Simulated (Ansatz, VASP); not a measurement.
**Two plane-wave programs on ScF3**

The input INCAR:

```
PREC     = Accurate       # precision mode
ENCUT    = 520            # plane-wave cutoff, eV
EDIFF    = 1E-8           # SCF threshold, eV
ISMEAR   = -1             # smearing method
SIGMA    = 0.02           # smearing width, eV
LREAL    = F              # projectors in reciprocal space
LASPH    = T              # aspherical terms in the spheres
NELM     = 100            # most SCF steps
ALGO     = Normal         # electronic algorithm
ISIF     = 2              # what is computed and relaxed
LWAVE    = F              # write WAVECAR
LCHARG   = F              # write CHGCAR
LEFG     = T            
NBANDS   = 24             # bands
```

KPOINTS

```
Automatic mesh
0
Gamma
  6 6 6
```

Contents of POSCAR:

```
ScF3
1.0
    4.0525745000      0.0000000000      0.0000000000
    0.0000000000      4.0525745000      0.0000000000
    0.0000000000      0.0000000000      4.0124500000
Sc F
1 3
Direct
    0.0000000000      0.0000000000      0.0000000000
    0.5000000000      0.0000000000      0.0000000000
    0.0000000000      0.5000000000      0.0000000000
    0.0000000000      0.0000000000      0.5000000000
```

Input for Ansatz:

```yaml
crystal:
  lattice:
    - [4.0525745, 0.0, 0.0]
    - [0.0, 4.0525745, 0.0]
    - [0.0, 0.0, 4.01245]
  atoms:
    - { symbol: Sc, position: [0.0, 0.0, 0.0] }
    - { symbol: F, position: [0.5, 0.0, 0.0] }
    - { symbol: F, position: [0.0, 0.5, 0.0] }
    - { symbol: F, position: [0.0, 0.0, 0.5] }
kpoints:
  mp_grid: { grid: [6, 6, 6] }
scf:
  occupations: { method: fermi_dirac, width: 0.02 }
hamiltonian:
  xc: lda
  pseudopotentials: { kind: paw }
output:
  forces: true
  stress: true
  eigenvalues: true
  efg: { contact_densities: true }
```

Change from the starting cell: equal xx and yy strain of +1 %, PAW files.

Alike in both runs: task electric field gradients; functional LDA; k mesh 6 × 6 × 6; occupations fermi-dirac, width 0.02 eV; no spin polarisation.

|  | VASP | Ansatz |
| --- | --- | --- |
| version | VASP 6.6.1 | Ansatz 0.2.0 |
| potentials or method | VASP PAW LDA potentials, release 64 (Sc_sv, F) | PAW with Ansatz's default frozen-core files, scalar-relativistic |
| plane-wave cutoff (eV) | 520 | 420 |
| valence electrons in the cell | 32 | 32 |

Ansatz gave:

| Item | Value |
| --- | --- |
| gap on the k mesh at the Fermi level (eV) | 6.08 |
| pressure (GPa) | -4.7 |
| largest component of the traceless stress (GPa) | 1.46 |
| Vzz of the field gradient on the site that differs most (V/Å²) | 58.1 |

Q: What did VASP give for the same quantities?

A: gap on the k mesh at the Fermi level (eV): 6.05; pressure (GPa): -4.1; largest component of the traceless stress (GPa): 1.51; Vzz of the field gradient on the site that differs most (V/Å²): 56.3.

A k mesh can miss the band edges.
